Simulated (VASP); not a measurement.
Computed with PBE GGA with spin-orbit coupling, VASP's PBE PAW potentials (set 64) (plane waves; VASP 6.6.1).

VASP input:

**INCAR**
```
SYSTEM  =  MnGe2
PREC  =  Accurate; ENCUT  =  300; LREAL  =  .FALSE.
LASPH  =  .TRUE.
EDIFF  =  1E-6; NELM  =  100; ALGO  =  Normal
LMAXMIX  =  4
ISMEAR  =  0; SIGMA  =  0.1
GGA  =  PE; GGA_COMPAT  =  .FALSE.
MAGMOM  =  2*0.0 4.0 6*0.0
LSORBIT  =  .TRUE.; LNONCOLLINEAR  =  .TRUE.
ISIF  =  2
LWAVE  =  .FALSE.; LCHARG  =  .FALSE.; LORBIT  =  11
```

KPOINTS:
```
Regular mesh
0
Gamma
 4 4 3
0 0 0
```

POSCAR:
```
MnGe2
1
    4.4608130000     0.0000000000     0.0000000000
   -2.2304070000     3.8631780000     0.0000000000
    0.0000000000     0.0000000000     4.8299990000
Mn Ge
1 2
Direct
  0.0000000000   0.0000000000   0.0000000000
  0.3333330000   0.6666670000   0.5000000000
  0.6666670000   0.3333330000   0.5000000000
```

POTCAR, in this order: Mn_pv Ge_d (PBE.64 set). Program: vasp_ncl.

The run wrote:

### OSZICAR
```
       N       E                     dE             d eps       ncg     rms          rms(c)
DAV:   1     0.383746011584E+03    0.38375E+03   -0.16090E+04  1036   0.261E+03
DAV:   2     0.467018219174E+02   -0.33704E+03   -0.32578E+03   832   0.697E+02
DAV:   3    -0.130399610689E+02   -0.59742E+02   -0.57771E+02   872   0.195E+02
DAV:   4    -0.167809680046E+02   -0.37410E+01   -0.36682E+01   988   0.540E+01
DAV:   5    -0.168781369403E+02   -0.97169E-01   -0.96185E-01   920   0.877E+00    0.874E+00
DAV:   6    -0.169799987332E+02   -0.10186E+00   -0.17400E+01   884   0.258E+01    0.193E+01
DAV:   7    -0.154386263828E+02    0.15414E+01   -0.17470E+01   904   0.211E+01    0.662E+00
DAV:   8    -0.154852560807E+02   -0.46630E-01   -0.42029E-01   892   0.443E+00    0.311E+00
DAV:   9    -0.153326925151E+02    0.15256E+00   -0.80640E-01   932   0.641E+00    0.356E+00
DAV:  10    -0.153755603450E+02   -0.42868E-01   -0.13279E-01   856   0.260E+00    0.219E+00
DAV:  11    -0.153830543520E+02   -0.74940E-02   -0.77188E-02   872   0.167E+00    0.536E-01
DAV:  12    -0.153868023841E+02   -0.37480E-02   -0.49275E-02   844   0.939E-01    0.317E-01
DAV:  13    -0.153884528671E+02   -0.16505E-02   -0.63986E-02   836   0.982E-01    0.145E-01
DAV:  14    -0.153889913265E+02   -0.53846E-03   -0.75320E-02   836   0.973E-01    0.966E-02
DAV:  15    -0.153892238344E+02   -0.23251E-03   -0.80843E-02   836   0.993E-01    0.834E-02
DAV:  16    -0.153882681082E+02    0.95573E-03   -0.56848E-02   832   0.890E-01    0.526E-02
DAV:  17    -0.153880182980E+02    0.24981E-03   -0.33186E-02   832   0.787E-01    0.424E-02
DAV:  18    -0.153876720117E+02    0.34629E-03   -0.30075E-02   832   0.674E-01    0.414E-02
DAV:  19    -0.153875786159E+02    0.93396E-04   -0.23107E-02   836   0.532E-01    0.312E-02
DAV:  20    -0.153871056334E+02    0.47298E-03   -0.17661E-02   832   0.523E-01    0.191E-02
DAV:  21    -0.153869838495E+02    0.12178E-03   -0.11337E-02   832   0.428E-01    0.188E-02
DAV:  22    -0.153868881954E+02    0.95654E-04   -0.93076E-03   832   0.364E-01    0.184E-02
DAV:  23    -0.153868290446E+02    0.59151E-04   -0.66166E-03   832   0.319E-01    0.143E-02
DAV:  24    -0.153867474853E+02    0.81559E-04   -0.18481E-03   840   0.195E-01    0.122E-02
DAV:  25    -0.153866911561E+02    0.56329E-04   -0.20017E-03   832   0.180E-01    0.815E-03
DAV:  26    -0.153866535375E+02    0.37619E-04   -0.12279E-03   832   0.148E-01    0.560E-03
DAV:  27    -0.153866470388E+02    0.64986E-05   -0.41571E-04   656   0.913E-02    0.716E-03
DAV:  28    -0.153866209252E+02    0.26114E-04   -0.40154E-04   648   0.799E-02    0.275E-03
DAV:  29    -0.153866241197E+02   -0.31945E-05   -0.14004E-04   648   0.566E-02    0.253E-03
DAV:  30    -0.153866272787E+02   -0.31589E-05   -0.19513E-04   648   0.609E-02    0.253E-03
DAV:  31    -0.153866214802E+02    0.57984E-05   -0.14643E-04   648   0.518E-02    0.265E-03
DAV:  32    -0.153866178697E+02    0.36105E-05   -0.63063E-05   648   0.331E-02    0.107E-03
DAV:  33    -0.153866167086E+02    0.11611E-05   -0.18563E-05   648   0.189E-02    0.100E-03
DAV:  34    -0.153866164109E+02    0.29773E-06   -0.52755E-06   664   0.103E-02
   1 F= -.15386616E+02 E0= -.15379647E+02  d E =-.139388E-01  mag=    -0.0000     0.0000     4.4966
```

OUTCAR:
```
------------------------ aborting loop because EDIFF is reached ----------------------------------------
  FORCE on cell =-STRESS in cart. coord.  units (eV):
  Direction    XX          YY          ZZ          XY          YZ          ZX
  --------------------------------------------------------------------------------------
  Total       -3.2075984     -3.2075994     -5.2879663      0.0000019      0.0000000      0.0000000
  in kB      -61.7425825    -61.7426024   -101.7872741      0.0000375      0.0000000      0.0000000
  external PRESSURE =     -75.0908197 kB  Pullay stress =       0.0000000 kB
  volume of cell :       83.23
      direct lattice vectors                 reciprocal lattice vectors
     4.460813000  0.000000000  0.000000000     0.224174383  0.129427148  0.000000000
    -2.230407000  3.863178000  0.000000000     0.000000000  0.258854239  0.000000000
     0.000000000  0.000000000  4.829999000     0.000000000  0.000000000  0.207039380
 POSITION                                       TOTAL-FORCE (eV/Angst)
 -----------------------------------------------------------------------------------
      0.00000      0.00000      0.00000         0.000000      0.000000      0.000000
     -0.00000      2.57545      2.41500        -0.000000      0.000000      0.000000
      2.23041      1.28772      2.41500         0.000000      0.000000      0.000000
 -----------------------------------------------------------------------------------
    total drift:                                0.000000      0.000000     -0.000000
  FREE ENERGIE OF THE ION-ELECTRON SYSTEM (eV)
  ---------------------------------------------------
  free  energy   TOTEN  =       -15.3866164109 eV

  energy  without entropy=      -15.3726776297  energy(sigma->0) =      -15.37964702

 total charge

# of ion       s       p       d       tot
------------------------------------------
    1        0.240   6.044   4.888  11.172
    2        1.233   0.973  10.006  12.212
    3        1.233   0.973  10.006  12.212
--------------------------------------------------
tot          2.707   7.990  24.900  35.596

 magnetization (x)

# of ion       s       p       d       tot
------------------------------------------
    1        0.000   0.000   0.000   0.000
    2       -0.000   0.000   0.000   0.000
    3       -0.000  -0.000   0.000  -0.000
--------------------------------------------------
tot         -0.000   0.000   0.000   0.000

 magnetization (y)

# of ion       s       p       d       tot
------------------------------------------
    1       -0.000   0.000   0.000   0.000
    2        0.000  -0.000  -0.000  -0.000
    3        0.000   0.000   0.000   0.000
--------------------------------------------------
tot          0.000   0.000   0.000   0.000

 magnetization (z)

# of ion       s       p       d       tot
------------------------------------------
    1        0.074   0.014   4.244   4.332
    2        0.007  -0.033  -0.000  -0.026
    3        0.007  -0.033  -0.000  -0.026
--------------------------------------------------
tot          0.088  -0.052   4.243   4.279

 Ion:    1  E_soc:     -0.0276666

 Ion:    2  E_soc:     -0.0174408

 Ion:    3  E_soc:     -0.0174408
```
(Selected blocks of OUTCAR.)

At this cut-off the stress carries a Pulay error, which pulls relaxed volumes low.

The structure was generated: MnGe2 was put into an ordered model structure, which need not be its known phase. The cell was not relaxed at this level. The k-mesh is coarse (spacing up to 0.43 per Å, 2π included), so the numbers may not be converged in it. The run is one of a series of settings (GGA_COMPAT = .FALSE., ISPIN removed, LNONCOLLINEAR = .TRUE., LSORBIT = .TRUE., MAGMOM = 0.0 0.0 4.0 0.0 0.0 0.0 0.0 0.0 0.0, program vasp_ncl against the base run), some of them coarse on purpose.
